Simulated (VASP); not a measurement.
Computed with PBE GGA, VASP's PBE PAW potentials (set 64) (plane waves; VASP).

VASP ran on this input.

### INCAR
```
ENCUT = 520
SIGMA = 0.05
EDIFFG = -0.02
SYSTEM = KZnF3
IBRION = 2   ! conjugate gradients
ISMEAR = 0
GGA = PE
NELM = 100   ! most electronic steps
LCHARG = .False.
ALGO = Normal   ! blocked Davidson
EDIFF = 1E-6
ISIF = 3
LWAVE = .False.
LMAXMIX = 4
PREC = Accurate
LREAL = .False.   ! projection in real space or not
LASPH = .True.   ! aspherical one-centre terms
NSW = 60
```

File POSCAR:
```
KZnF3
1.0
  4.1288031458   0.0000000000   0.0000000000
  0.0000000000   4.1288031458   0.0000000000
  0.0000000000   0.0000000000   4.1288031458
K Zn F
1 1 3
Cart
  0.0000000000   0.0000000000   0.0000000000
  2.0644015729   2.0644015729   2.0644015729
  2.0644015729   0.0000000000   2.0644015729
  0.0000000000   2.0644015729   2.0644015729
  2.0644015729   2.0644015729   0.0000000000
```

**KPOINTS**
```
K-points
0
gamma
  5 5 5
```

POTCAR, in this order: K_sv Zn F (PBE.64 set). Program: vasp_std.

Question: What does the run give for the energy per atom (σ→0)?

Answer: 
```json
{
 "energy per atom (σ→0)": "-4.066 eV/atom"
}
```

File OSZICAR:
```
...
DAV:  12    -0.203321161903E+02   -0.91345E-04   -0.61278E-04   567   0.204E-01    0.856E-02
DAV:  13    -0.203321267014E+02   -0.10511E-04   -0.21971E-04   605   0.419E-01    0.786E-02
DAV:  14    -0.203321066807E+02    0.20021E-04   -0.17113E-04   678   0.464E-01    0.560E-02
DAV:  15    -0.203320781058E+02    0.28575E-04   -0.13368E-04   558   0.105E-01    0.237E-02
DAV:  16    -0.203320724604E+02    0.56453E-05   -0.12136E-05   682   0.583E-02    0.122E-02
DAV:  17    -0.203320706935E+02    0.17670E-05   -0.52338E-06   529   0.467E-02    0.468E-03
DAV:  18    -0.203320705339E+02    0.15955E-06   -0.29932E-06   395   0.152E-02
   1 F= -.20332071E+02 E0= -.20332071E+02  d E =-.203321E+02
```

The compound is KZnF3 in the cubic perovskite structure. It was relaxed first, which changed the volume by +6 %. The start is the result of an earlier pass.
